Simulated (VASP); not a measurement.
Set up this calculation in VASP 6.6.1, as the native input.

```yaml
Task: single point
Functional: PBE
Potentials_or_basis: VASP PAW PBE potentials, release 64 (W_sv, S)
Cutoff: 520 eV
k_mesh: 9 × 9 × 9
Occupations: fermi-dirac, width 0.05 eV
Spin: no spin polarisation
Further_INCAR_settings: ALGO = Normal; EDIFF = 1e-07; NBANDS = 17
```

The structure of WS lies in POSCAR:

```
WS
1.0
    3.0078900000      0.0000000000      0.0000000000
    0.0000000000      3.0078900000      0.0000000000
    0.0000000000      0.0000000000      3.0078900000
W S
1 1
Direct
    0.5000000000      0.5000000000      0.5000000000
    0.0000000000      0.0000000000      0.0000000000
```

The cell was built by a generator and needn't be a form met in nature.

The input as run:

INCAR

```
SYSTEM = WS
PREC = Accurate
ENCUT = 520
EDIFF = 1E-7
ISMEAR = -1
SIGMA = 0.05
LREAL = .FALSE.
LASPH = .TRUE.
NELM = 100
ALGO = Normal
ISIF = 2
LWAVE = .FALSE.
LCHARG = .TRUE.
GGA = PE
LELF = .TRUE.
LVHAR = .TRUE.
NBANDS = 17
```

KPOINTS

```
Automatic mesh
0
G
  9 9 9
  0 0 0
```

Potentials or basis: VASP PAW PBE potentials, release 64 (W_sv, S).

Run with:

```sh
$ cat potpaw_PBE.64/W_sv/POTCAR potpaw_PBE.64/S/POTCAR > POTCAR
$ mpirun -np 1 vasp_std > vasp.out
```

Results of the run:

```
Pressure               : 0.8 GPa
Band gap on the k mesh : none (metal or under the smearing width)
```

Wall time 8.9 s on 1 thread of Intel(R) Xeon(R) Platinum 8488C (Sapphire Rapids), on a shared host, peak memory 0.14 GiB.
